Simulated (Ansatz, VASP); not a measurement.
## SiTeS (1T-SiSTe bilayer, AA) in two plane-wave programs

Wanted: the spread between two codes on one cell, functional and k mesh. Of the first pair: The structure shown is the start of the Ansatz relaxation below; VASP solves that cell, so the two are compared at the walk's first step.

Main program and level: Ansatz 0.2.0; plane waves, with VASP 6.6.1 beside it; single point at PBE with D3(BJ).

### Step 1. Set-up

The cell holds 6 atoms: 2 Te, 2 Si and 2 S. Its edges and angles: a = 3.361 Å, b = 3.361 Å, c = 46.560 Å, α = 90.0°, β = 90.0°, γ = 120.0°. Vacuum lies along c.

### Step 2. Ansatz: relaxation, PBE with D3(BJ)

Ansatz runs on its default PAW (the set named soft_2) files.

The two programs are compared at the cell with which this relaxation starts, whose forces are those of its first step.

Input file input.yaml:

```yaml
crystal:
  lattice:
    - [3.3612985, 0.0, 0.0]
    - [-1.68064925, 2.9109698907, 0.0]
    - [0.0, 0.0, 46.5595576959]
  atoms:
    - { symbol: Te, position: [0.6666666667, 0.3333333333, 0.4166706249] }
    - { symbol: Si, position: [0.0, 0.0, 0.4469619706] }
    - { symbol: S, position: [0.3333333333, 0.6666666667, 0.466172359] }
    - { symbol: Te, position: [0.6666666667, 0.3333333333, 0.533827641] }
    - { symbol: Si, position: [0.0, 0.0, 0.5641189866] }
    - { symbol: S, position: [0.3333333333, 0.6666666667, 0.5833293751] }
  periodic: [true, true, false]
kpoints:
  mp_grid: { grid: [12, 12, 1] }
hamiltonian:
  xc: pbe
  dispersion: d3bj
scf:
  occupations: { method: fermi_dirac, width: 0.05 }
  convergence: { dr2_threshold: 1.0e-09 }
relax:
  f_tol: 0.004
  max_steps: 90
  cell: {}
output:
  write_potential: true
  write_density: true
  volumetric_format: npy
```

The run is started by

```
> ansatz run input.yaml --threads 4 --pin off --max-ram 6144MiB --backend cpu --events-out ev --progress --plain --runs-dir out
```

Numbers of over 12 decimals in the logs are rounded to 6 here.

Log:

```text
Warning: relax.cell: scf.convergence.dr2_threshold = 1e-9 eV is looser than the 1.90233483025e-10 eV advised for a relaxation that steers and ends on the stress (1e-10 eV for each atom of the cell: 6, times the square of relax.cell.stress_2d_tol = 0.05 N/m over 17.8 Å (the atoms' height at the walk's start and 5 Å past either face), 2.815e-2 GPa, over a crystal's default 0.05). What an SCF threshold leaves in a stress goes as its square root, and in the free energy as the threshold itself, and one threshold admits the most on a small cell: [figures from the program's tests cut] Set scf.convergence.dr2_threshold to 1.90233483025e-10 eV or tighter. [rest of the remark cut]
Engine: ansatz 0.2.0, x86_64-unknown-linux-gnu
Pseudopotentials: kind: paw
Pseudopotential: Te, paw, valence charge 16, recommended cutoff 420 eV (normal), Te.paw.azcp
Pseudopotential: Si, paw, valence charge 4, recommended cutoff 420 eV (normal), Si.paw.azcp
Pseudopotential: S, paw, valence charge 6, recommended cutoff 420 eV (normal), S.paw.azcp
Functional definition: PBE
  parameter kappa = 0.804
  parameter beta = 0.066725
  exchange = pbe_x(kappa = kappa, mu = beta*pi^2/3)
  correlation = pbe_c(beta = beta)
Crystal: 6 atoms, lattice volume = 455.568 Å³
Basis set: ecut = 420 eV, 9011 PW (Γ), exchange–correlation on 48×48×640 points (8 copies of the dense FFT grid, shifted against one another)
Bands: 32, of which v1, the nominal top of the filled ones, is band 26 counted from 1 (25 counted from 0)
Symmetry: 6 space group operations
Space group: P3m1 (ITA 156), of the structure as read, at distance tolerance 7.7e-5 Å
k-points: 19 of 144 (time reversal used)
Non-local potential: Te, projectors of the file, l = 0: 2, l = 1: 2, l = 2: 2, l = 3: 2
Non-local potential: Si, projectors of the file, l = 0: 2, l = 1: 2, l = 2: 2
Non-local potential: S, projectors of the file, l = 0: 2, l = 1: 2, l = 2: 2
PAW form: soft (Blöchl's): semilocal exchange-correlation on the pseudo side does not see the compensation charge
PAW one-centre angular grid: Te, 590 points (default); XC on 64 Gauss nodes
PAW one-centre angular grid: Si, 110 points (default); XC on 64 Gauss nodes
PAW one-centre angular grid: S, 110 points (default); XC on 64 Gauss nodes
Initial density: superposition of atomic densities (neutral atoms: chi_scale 0, normalization atom), corrected by the library's trained network
Initial wavefunctions: pseudopotential atomic-orbital guess
Functional: x = pbe(κ = 0.804, μ = 0.219515), c = pbe(β = 0.066725)
SCF iter   1: F=—  HF=-17033.783105 eV  |F-HF|=—  |Δ(HF+E_count)|=         —  Δρ=3.29e-3  dr2=1.97e0  ethr=1.77e-3  ⟨swp⟩=18.4  Hψ=5443  notcnv=0
preconditioner: auto → LDOS  [metal: Δε(μ)=0.030 eV  Ē_g=10.289 eV  σ=0.050 eV  W_gap=0.15  n_scr=28 (ndim 8)  ℏωp=9.8 eV  f_vac=0.745  D(μ)=2.23/eV (n_scr^D=12)  β→1.0]
SCF iter   2: F=—  HF=-17033.723266 eV  |F-HF|=—  |Δ(HF+E_count)|=   5.98e-2  Δρ=1.61e-3  dr2=6.63e-2  ethr=1.77e-3  ⟨swp⟩=4.0  Hψ=1003  notcnv=0  defer=20
SCF iter   3: F=—  HF=-17033.722274 eV  |F-HF|=—  |Δ(HF+E_count)|=   9.92e-4  Δρ=1.00e-3  dr2=2.33e-2  ethr=1.28e-4  ⟨swp⟩=4.5  Hψ=1390  notcnv=0  defer=20
SCF iter   4: F=—  HF=-17033.718140 eV  |F-HF|=—  |Δ(HF+E_count)|=   4.13e-3  Δρ=2.76e-4  dr2=8.89e-4  ethr=4.48e-5  ⟨swp⟩=3.5  Hψ=1196  notcnv=0  defer=20
SCF iter   5: F=—  HF=-17033.718093 eV  |F-HF|=—  |Δ(HF+E_count)|=   4.74e-5  Δρ=6.84e-5  dr2=5.19e-5  ethr=1.71e-6  ⟨swp⟩=3.1  Hψ=1262  notcnv=0  defer=20
SCF iter   6: F=—  HF=-17033.718021 eV  |F-HF|=—  |Δ(HF+E_count)|=   7.15e-5  Δρ=2.09e-5  dr2=4.57e-6  ethr=9.99e-8  ⟨swp⟩=3.3  Hψ=1277  notcnv=0  defer=20
SCF iter   7: F=—  HF=-17033.717995 eV  |F-HF|=—  |Δ(HF+E_count)|=   2.58e-5  Δρ=6.37e-6  dr2=2.40e-7  ethr=8.78e-9  ⟨swp⟩=3.3  Hψ=1286  notcnv=0  defer=20
SCF iter   8: F=—  HF=-17033.717995 eV  |F-HF|=—  |Δ(HF+E_count)|=   2.75e-7  Δρ=2.25e-6  dr2=2.73e-8  ethr=4.62e-10  ⟨swp⟩=4.1  Hψ=1560  notcnv=0  defer=20
SCF iter   9: F=—  HF=-17033.717996 eV  |F-HF|=—  |Δ(HF+E_count)|=   7.00e-8  Δρ=6.13e-7  dr2=1.75e-9  ethr=5.25e-11  ⟨swp⟩=3.4  Hψ=1277  notcnv=0  defer=20
SCF iter  10: F=-17033.717996 eV  HF=-17033.717996 eV  |F-HF|=3.39e-9  |Δ(HF+E_count)|=   1.97e-8  Δρ=1.18e-7  dr2=7.73e-11  ethr=1.92e-12  ⟨swp⟩=12.8  Hψ=5101  notcnv=0
SCF 1 converged in 10 iterations: F = -17033.717996 eV  dr2 = 7.73e-11
[...]
SCF iter   4: F=—  HF=-17038.324755 eV  |F-HF|=—  |Δ(HF+E_count)|=   4.13e-6  Δρ=8.03e-6  dr2=1.15e-6  ethr=3.39e-8  ⟨swp⟩=3.5  Hψ=1332  notcnv=0
SCF iter   5: F=—  HF=-17038.324727 eV  |F-HF|=—  |Δ(HF+E_count)|=   2.80e-5  Δρ=1.70e-6  dr2=6.47e-8  ethr=2.22e-9  ⟨swp⟩=3.1  Hψ=1262  notcnv=0
SCF iter   6: F=—  HF=-17038.324727 eV  |F-HF|=—  |Δ(HF+E_count)|=   2.83e-8  Δρ=5.39e-7  dr2=3.19e-9  ethr=1.24e-10  ⟨swp⟩=3.1  Hψ=1069  notcnv=0
SCF iter   7: F=-17038.324727 eV  HF=-17038.324727 eV  |F-HF|=1.04e-9  |Δ(HF+E_count)|=   2.98e-9  Δρ=1.40e-7  dr2=1.70e-10  ethr=1.92e-12  ⟨swp⟩=12.2  Hψ=4915  notcnv=0
SCF 8 converged in 7 iterations: F = -17038.324727 eV  dr2 = 1.70e-10
relax step   8: F+E_penalty+E_count = -17038.32472747 eV  Δ(F+E_penalty+E_count) = -3.452e-4 eV  max|allowed force component| = 1.377e-3 eV/Å  Δτ_max = 0.0095 Å  P = +0.001 N/m  Ω = 490.074 Å³  energy of the carried Pulay correction = -1.621e-3 eV  fix = [c, alpha, beta]  reactions: c +0.000 N/m  (7 SCF iters, accepted)
Initial wavefunctions: pseudopotential atomic-orbital guess (no wavefunctions were taken with the density)
iter 1 solved again at ethr=3.07e-7 eV; its pass at ethr=3.10e-3 eV (dr2=1.60e-4 eV) is discarded
SCF iter   1: F=—  HF=-17038.323230 eV  |F-HF|=—  |Δ(HF+E_count)|=         —  Δρ=1.36e-4  dr2=2.47e-6  ethr=3.07e-7  ⟨swp⟩=5.7  Hψ=7593  notcnv=0
SCF iter   2: F=—  HF=-17038.326317 eV  |F-HF|=—  |Δ(HF+E_count)|=   3.09e-3  Δρ=8.24e-6  dr2=4.76e-7  ethr=4.75e-9  ⟨swp⟩=3.9  Hψ=1466  notcnv=0
SCF iter   3: F=—  HF=-17038.326310 eV  |F-HF|=—  |Δ(HF+E_count)|=   6.40e-6  Δρ=3.20e-6  dr2=5.70e-8  ethr=9.15e-10  ⟨swp⟩=2.9  Hψ=1276  notcnv=0
SCF iter   4: F=—  HF=-17038.326316 eV  |F-HF|=—  |Δ(HF+E_count)|=   5.67e-6  Δρ=6.37e-7  dr2=3.44e-9  ethr=1.10e-10  ⟨swp⟩=2.8  Hψ=1259  notcnv=0
SCF iter   5: F=-17038.326317 eV  HF=-17038.326317 eV  |F-HF|=3.36e-8  |Δ(HF+E_count)|=   4.76e-7  Δρ=2.60e-7  dr2=7.24e-10  ethr=1.92e-12  ⟨swp⟩=18.5  Hψ=5836  notcnv=0
SCF 9 converged in 5 iterations: F = -17038.326317 eV  dr2 = 7.24e-10
relax step   9: F+E_penalty+E_count = -17038.32631660 eV  Δ(F+E_penalty+E_count) = -1.589e-3 eV  max|allowed force component| = 1.481e-3 eV/Å  Δτ_max = 0.0000 Å  P = +0.006 N/m  Ω = 490.074 Å³  fix = [c, alpha, beta]  reactions: c +0.000 N/m  stress off target by 5.81e-3 N/m on what of the cell is left free  SCF on the basis re-selected at this cell (its energy is not comparable with the rows above)  (5 SCF iters)
basis re-selected at this cell: Δ(F+E_penalty+E_count) = -1.589e-3 eV, ΔP = +0.005 N/m vs the last step (what re-selecting the basis moved, of the pressure what is left beyond the Pulay correction that the steps carried, after the strain that the cell walked since its last selection, with what the two solves' SCF thresholds leave and, on support functions, any second-order correction that the steps lacked; it is no m [...]
WARN: The output density's exchange-correlation potential varies sharply where the density is thin. Do not read a vacuum level from v_tot or v_xc, or from such a field of the output density. On a cell that repeats whose density bears no net charge and no dipole along the vacuum's axis use v_es (v_loc + v_h of the components); under efield.dipole_correction with no amplitude use v_es + v_field, which holds any externa [...]
SCF converged after 5 iterations
Free energy (F): -17038.326317 eV
Harris-Foulkes:  -17038.326317 eV  (|F-HF|=3.36e-8)
Internal energy: -17038.309619 eV  (E = F + TS)
E sigma→0 (E₀):  -17038.317968 eV
Entropy (-TS):   -0.016697 eV (-2.783 meV/atom)
Fermi energy:    -4.640583 eV
--- Per-component energies (eV) ---
  E_band       = -1182.511940
  E_kinetic    = 660.217318
  E_local      = -182111.055414  (includes V_loc(G=0)·N_el)
  E_nonlocal   = -514.585884
  E_hartree    = 91018.218424
  E_xc         = -555.121034
  E_vxc        = -479.422222  (∫ρ·V_xc dr)
  E_paw        = -11549.959565  (= ΣΔE_a)
  E_vpaw       = -774.104038  (= ΣTr[D̂ρ^β])
  E_aug_tail   = -0.000355  (compensation charges beyond the density's cutoff)
  E_ewald      = 86016.006747
  E_disp       = -2.029856  (pairwise vdW)
  E_smearing   = -0.016697  (= −TS)
  E_closure    = -0.000000  (closes the sum)
  Σ components = -17038.326317   (vs F -17038.326317, Δ=0.00e0)
--- Forces (eV/Å), atoms counted from 1 ---
  atom   1  Te     0.00000000     0.00000000     0.00042686
  atom   2  Si     0.00000000    -0.00000000     0.00148076
  atom   3  S      0.00000000    -0.00000000    -0.00050464
  atom   4  Te     0.00000000    -0.00000000    -0.00005907
  atom   5  Si     0.00000000     0.00000000    -0.00068201
  atom   6  S      0.00000000    -0.00000000    -0.00066573
  max |Σ_I F_I| component: 3.84e-6 eV/Å
--- 2D stress c σ (N/m, compression-positive) ---
        0.005806      -0.000000      -0.000000
       -0.000000       0.005806       0.000000
       -0.000000       0.000000       0.000000
  P = ½ c Tr σ = 0.0058 N/m
--- Band table (eV; the first three rows and the last of 19) ---
  k-point 0: bands = [... 22 lower, -4.1248, -4.1248, -4.0504, -4.0504, -3.7663, -3.3846, -1.4300, -1.2216, ... 2 higher]
  k-point 1: bands = [... 22 lower, -4.9270, -4.8334, -4.2062, -4.1328, -3.2427, -2.9855, -1.4986, -1.3719, ... 2 higher]
  k-point 2: bands = [... 22 lower, -6.3237, -6.1335, -4.4867, -4.3959, -3.1600, -2.9749, -1.6195, -1.2142, ... 2 higher]
  k-point 18: bands = [... 22 lower, -7.5466, -6.9925, -6.8159, -6.3001, -4.4661, -3.9264, -1.2799, -0.5386, ... 2 higher]
  the weakly bound empty levels are not read free of the cell's end (no_gap_told)
--- Relaxed structure (8 steps of the walk, 8 accepted, 1 SCFs on fresh bases) ---
  F+E_penalty+E_count = -17038.32631660 eV   max|allowed force component| = 1.481e-3 eV/Å   (the final SCF, on the basis selected at the relaxed cell)
  cell:  # Å, volume = 490.0745 Å³
    - [3.486272, 0.0, 0]
    - [-1.743136, 3.019200, 0]
    - [0, 0, 46.5595576959]
  atoms:
    - { symbol: Te, position: [0.666667, 0.333333, 0.400400] }
    - { symbol: Si, position: [0, 0, 0.438296] }
    - { symbol: S, position: [0.333333, 0.666667, 0.465098] }
    - { symbol: Te, position: [0.666667, 0.333333, 0.534741] }
    - { symbol: Si, position: [0, 0, 0.572851] }
    - { symbol: S, position: [0.333333, 0.666667, 0.599694] }
```

### Step 3. VASP: single point, PBE with D3(BJ), start cell, pair 1

The same cell, functional, mesh and smearing now go to VASP, with its own data sets.

Lines of VASP's logs that name or quote its potential files are left out, and so is its time.

Input file INCAR:

```
SYSTEM = SiTeS
PREC = Accurate
ENCUT = 400
EDIFF = 1E-06
NELM = 120
ISMEAR = -1
SIGMA = 0.05
LREAL = .FALSE.
ALGO = Normal
GGA = PE
IVDW = 12
NBANDS = 22
LORBIT = 11
LWAVE = .FALSE.
LCHARG = .FALSE.
ISIF = 2
LDIPOL = .TRUE.
IDIPOL = 3
DIPOL = 0.5 0.5 0.502
LVHAR = .TRUE.
LASPH = .TRUE.
GGA_COMPAT = .FALSE.
NELMDL = -8
KPAR = 2
```

Input file POSCAR:

```
SiTeS
1.0
    3.3612980000      0.0000000000      0.0000000000
   -1.6806490000      2.9109700000      0.0000000000
    0.0000000000      0.0000000000     46.5595580000
Te Si S
2 2 2
Direct
    0.6666666094      0.3333332188      0.4166706222
    0.6666666094      0.3333332188      0.5338276407
    0.9999999427      0.9999998855      0.4469619750
    0.9999999427      0.9999998855      0.5641189936
    0.3333332761      0.6666665521      0.4661723593
    0.3333332761      0.6666665521      0.5833293778
```

Input file KPOINTS:

```
Automatic mesh
0
Gamma
12 12 1
0 0 0
```

Potentials, in the order of the species: Te, Si and S (PBE family, release 64).

The run is started by

```
> mpirun -np 2 vasp_std
```

Log:

```text
[banner, memory and clock lines left out]
running    2 mpi-ranks, on    1 nodes
 distrk:  each k-point on    1 cores,    2 groups
 distr:  one band on    1 cores,    1 groups

 POSCAR found type information on POSCAR TeSiS
 POSCAR found :  3 types and       6 ions
 LDA part: xc-table for (Slater+PW92), standard interpolation
 POSCAR, INCAR and KPOINTS ok, starting setup
 FFT: planning ... GRIDC
 FFT: planning ... GRID_SOFT
 FFT: planning ... GRID
 WAVECAR not read
 entering main loop
       N       E                     dE             d eps       ncg     rms          rms(c)
DAV:   1     0.254120106510E+03    0.25412E+03   -0.90133E+03   876   0.836E+02
DAV:   2     0.832258933650E+01   -0.24580E+03   -0.23614E+03  1292   0.188E+02
DAV:   3    -0.208357860770E+02   -0.29158E+02   -0.28584E+02  1096   0.759E+01
DAV:   4    -0.218217026513E+02   -0.98592E+00   -0.97994E+00  1172   0.160E+01
DAV:   5    -0.218524892460E+02   -0.30787E-01   -0.30765E-01  1236   0.270E+00
DAV:   6    -0.218531962905E+02   -0.70704E-03   -0.70691E-03  1194   0.377E-01
DAV:   7    -0.218532178142E+02   -0.21524E-04   -0.21522E-04  1258   0.569E-02
DAV:   8    -0.218532182400E+02   -0.42581E-06   -0.42590E-06  1002   0.746E-03    0.237E+01
DAV:   9    -0.211031047038E+02    0.75011E+00   -0.13813E+00  1028   0.660E+00    0.133E+01
DAV:  10    -0.216275509982E+02   -0.52445E+00   -0.46726E+00  1168   0.973E+00    0.450E+00
DAV:  11    -0.215376085839E+02    0.89942E-01   -0.94038E+00  1086   0.129E+01    0.239E+00
DAV:  12    -0.209655103192E+02    0.57210E+00   -0.19403E+00  1050   0.754E+00    0.111E+00
DAV:  13    -0.209670318475E+02   -0.15215E-02   -0.22100E-01  1018   0.227E+00    0.889E-01
DAV:  14    -0.209673567840E+02   -0.32494E-03   -0.26687E-02  1128   0.803E-01    0.463E-01
[...]
DAV:  28    -0.209669933911E+02   -0.54570E-05   -0.80398E-07   718   0.466E-03    0.598E-03
DAV:  29    -0.209669965087E+02   -0.31176E-05   -0.22958E-07   628   0.274E-03    0.468E-03
DAV:  30    -0.209670113393E+02   -0.14831E-04   -0.96522E-07   708   0.331E-03    0.249E-03
DAV:  31    -0.209670173379E+02   -0.59985E-05   -0.34769E-07   728   0.242E-03    0.316E-03
DAV:  32    -0.209670189426E+02   -0.16047E-05   -0.72115E-08   664   0.135E-03    0.301E-03
DAV:  33    -0.209670214422E+02   -0.24996E-05   -0.61559E-08   664   0.106E-03    0.207E-03
DAV:  34    -0.209670244261E+02   -0.29839E-05   -0.75784E-08   670   0.116E-03    0.110E-03
DAV:  35    -0.209670249771E+02   -0.55104E-06   -0.32291E-08   652   0.999E-04
   1 F= -.23388869E+02 E0= -.23381743E+02  d E =-.142524E-01
```

Parts of OUTCAR (step 3):

```text
ion  position               nearest neighbor table
   1  0.667  0.333  0.417-   3 2.40   3 2.40   3 2.40   5 3.01   5 3.01   5 3.01
   2  0.667  0.333  0.534-   4 2.40   4 2.40   4 2.40   6 3.01   6 3.01   6 3.01
   3  1.000  1.000  0.447-   5 2.14   5 2.14   5 2.14   1 2.40   1 2.40   1 2.40
   4  1.000  1.000  0.564-   6 2.14   6 2.14   6 2.14   2 2.40   2 2.40   2 2.40
   5  0.333  0.667  0.466-   3 2.14   3 2.14   3 2.14   1 3.01   1 3.01   1 3.01
   6  0.333  0.667  0.583-   4 2.14   4 2.14   4 2.14   2 3.01   2 3.01   2 3.01

  LATTYP: Found a hexagonal cell.
 ALAT       =     3.3612980000
 C/A-ratio  =    13.8516602812

 Subroutine GETGRP returns: Found  6 space group operations
 (whereof  6 operations were pure point group operations)

The static configuration has the point symmetry C_3v.

 Found     19 irreducible k-points:

   k-points           NKPTS =     19   k-points in BZ     NKDIM =     19   number of bands    NBANDS=     22

   dimension x,y,z NGX =    24 NGY =   24 NGZ =  320
   dimension x,y,z NGXF=    48 NGYF=   48 NGZF=  640

   ENCUT  =  400.0 eV  29.40 Ry    5.42 a.u.   5.48  5.48 75.93*2*pi/ulx,y,z

   NELECT =      32.0000    total number of electrons

 k-points in reciprocal lattice and weights: Automatic mesh
   0.00000000  0.00000000  0.00000000       0.007
   0.08333333  0.00000000  0.00000000       0.042
   0.16666667  0.00000000  0.00000000       0.042
   0.25000000  0.00000000  0.00000000       0.042
   0.33333333  0.00000000  0.00000000       0.042
   0.41666667  0.00000000  0.00000000       0.042
   0.50000000  0.00000000  0.00000000       0.021
   0.08333333  0.08333333  0.00000000       0.042
   0.16666667  0.08333333  0.00000000       0.083
[...]
0.33333333  0.25000000  0.00000000       0.083
   0.33333333  0.33333333  0.00000000       0.014

 dipolmoment           0.000000      0.000000      0.011951 electrons x Angstroem

 average (electrostatic) potential at core
       1 -95.7282       2 -95.7049       3 -91.8932       4 -91.8806       5 -93.9709
       6 -93.9217

 E-fermi :  -1.7167

 k-point     1 :       0.0000    0.0000    0.0000
  band No.  band energies     occupation
    ...
     12      -2.2450      1.99995
     13      -2.0514      1.99752
     14      -2.0513      1.99752
     15      -2.0044      1.99368
     16      -2.0044      1.99368
     17      -0.2146      0.00000
     18      -0.0499      0.00000
     19       2.6207      0.00000
     20       2.6207      0.00000
     21       2.6471      0.00000
    ...

 k-point     2 :       0.0833    0.0000    0.0000
  band No.  band energies     occupation
    ...
     12      -2.6367      2.00000
     13      -2.5704      2.00000
     14      -2.1262      1.99945
     15      -1.8928      1.94255
     16      -1.8569      1.88566
     17       0.2805      0.00000
     18       0.4003      0.00000
     19       2.0324      0.00000
     20       2.2428      0.00000
     21       2.4751      0.00000
    ...

 k-point     3 :       0.1667    0.0000    0.0000
  band No.  band energies     occupation
    ...
     12      -3.8340      2.00000
     13      -3.2542      2.00000
     14      -2.1629      1.99973
     15      -1.7483      1.30564
     16      -1.6839      0.68326
     17       0.3054      0.00000
     18       0.5751      0.00000
     19       2.1188      0.00000
     20       2.2036      0.00000
     21       2.6279      0.00000
    ...

 Edisp (eV)   -2.42184

  Total      25.91118    25.91119    27.19924     0.00000     0.00000     0.00000
  in kB      91.12639    91.12642    95.65634     0.00000     0.00000     0.00000
  external pressure =       92.64 kB  Pullay stress =        0.00 kB

  energy-cutoff  :      400.00
  volume of cell :      455.57
      direct lattice vectors                 reciprocal lattice vectors
     3.361298000  0.000000000  0.000000000     0.297504119  0.171764051  0.000000000
    -1.680649000  2.910970000  0.000000000     0.000000000  0.343528102  0.000000000
     0.000000000  0.000000000 46.559558000     0.000000000  0.000000000  0.021477867

 POSITION                                       TOTAL-FORCE (eV/Angst)
 -----------------------------------------------------------------------------------
      1.68065      0.97032     19.40000        -0.000000     -0.000000     -6.026480
      1.68065      0.97032     24.85478         0.000000      0.000000     -6.053426
      1.68065      2.91097     20.81035         0.000000     -0.000000      0.551334
      1.68065      2.91097     26.26513         0.000000      0.000000      0.535433
      0.00000      1.94065     21.70478        -0.000000     -0.000000      5.406610
      0.00000      1.94065     27.15956        -0.000000     -0.000000      5.586529
 -----------------------------------------------------------------------------------
    total drift:                               -0.000001      0.000495     -0.000229

  FREE ENERGIE OF THE ION-ELECTRON SYSTEM (eV)
  ---------------------------------------------------
  free  energy   TOTEN  =       -23.3888694038 eV

  energy  without entropy=      -23.3746169573  energy(sigma->0) =      -23.38174318

 vacuum level on the upper side and lower side of the slab         3.476         3.255

 total charge
# of ion       s       p       d       tot
------------------------------------------
    1        1.395   2.193   0.102   3.689
    2        1.397   2.192   0.104   3.693
    3        0.704   0.977   0.000   1.682
    4        0.702   0.978   0.000   1.680
    5        1.340   2.529   0.000   3.868
    6        1.339   2.530   0.000   3.870
--------------------------------------------------
tot          6.876  11.400   0.206  18.482

[... 3 further parts left out ...]
```

(Part 1 of 2 ends here.)

[Lines on the potential files, build, host, timing and source positions are cut from VASP's logs without a mark.]

[Logs are printed without paths, hosts, clocks, repeated set-up lines and the standing remarks that a program may print on its own settings, such as how far it seeks lower states.]

[Hosts, paths, dates, database ids (printed as entryN), source tags and the programs' standing remarks are cut or masked in the printed files.]
